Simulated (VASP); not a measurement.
Set up this calculation in VASP 6.6.1, as the native input.

| Property | Result |
| --- | --- |
| Task | single point |
| Functional | PBE |
| Potentials or basis | VASP PAW PBE potentials, release 64 (Ti_sv, Sn_d) |
| Cutoff | 520 eV |
| k mesh | 6 × 6 × 6 |
| Occupations | gaussian, width 0.1 eV |
| Spin | no spin polarisation |
| Further INCAR settings | ALGO = Normal; EDIFF = 1e-06 |

The structure of TiSn lies in POSCAR:

```
TiSn
1.0
    5.7259880000      0.0000000000      0.0000000000
   -2.8629940000      4.9588510000      0.0000000000
    0.0000000000      0.0000000000      4.8048000000
Ti Sn
3 3
Direct
    0.0000000000      0.5000000000      0.0000000000
    0.5000000000      0.0000000000      0.0000000000
    0.5000000000      0.5000000000      0.0000000000
    0.6666670000      0.3333330000      0.5000000000
    0.3333330000      0.6666670000      0.5000000000
    0.0000000000      0.0000000000      0.0000000000
```

The cell was built by a generator and needn't be a form met in nature.

The input as run:

INCAR

```
SYSTEM = TiSn
PREC = Accurate ; ENCUT = 520
EDIFF = 1E-6 ; ISMEAR = 0
SIGMA = 0.1 ; LREAL = .False.
LASPH = .True. ; NELM = 120
ALGO = Normal ; ISIF = 2
LWAVE = .False. ; LCHARG = .False.
GGA = PE ; KPAR = 2
```

KPOINTS

```
regular mesh
0
Gamma
  6 6 6
  0 0 0
```

Potentials or basis: VASP PAW PBE potentials, release 64 (Ti_sv, Sn_d).

Launch:

```console
$ cat potpaw_PBE.64/Ti_sv/POTCAR potpaw_PBE.64/Sn_d/POTCAR > POTCAR
$ mpirun -np 2 vasp_std > vasp.out
```

It gave:

```yaml
Pressure: 0.0 GPa
Band_gap_on_the_k_mesh: none (metal or under the smearing width)
```

It took 100 s on 2 MPI ranks on Intel(R) Xeon(R) Platinum 8259CL CPU @ 2.50GHz (Skylake/Cascade Lake) (shared host), peak memory 0.34 GiB a rank.
